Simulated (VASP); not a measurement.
Consider the following.

```
O2Si
1.0
    3.99501     2.30652     2.62737
   -3.99501     2.30652     2.62737
    0.00000    -4.61304     2.62737
Si O
3 6
Direct
  0.71526   0.28474   0.50000
  0.50000   0.71526   0.28474
  0.28474   0.50000   0.71526
  0.30871   0.69129   0.50000
  0.50000   0.30871   0.69129
  0.69129   0.50000   0.30871
  0.00000   0.33312   0.66688
  0.66688   0.00000   0.33312
  0.33312   0.66688   0.00000
```

Calculation: PBEsol GGA, VASP's PBE PAW potentials (set 64) (plane waves; VASP). Settings: 520 eV cut-off, 5×5×5 Γ-centred mesh, tetrahedra with Blöchl corrections, potentials Si O.

### Question
Estimate the energy per atom (σ→0).

### Answer

| Quantity | Result |
|---|---|
| energy per atom (σ→0) | -8.200 eV/atom |

Only differences to runs with the same potentials and settings are physical.

The structure comes from a computed database's SiO2 entry (R32); how it stands against other phases isn't given here. It was relaxed first.
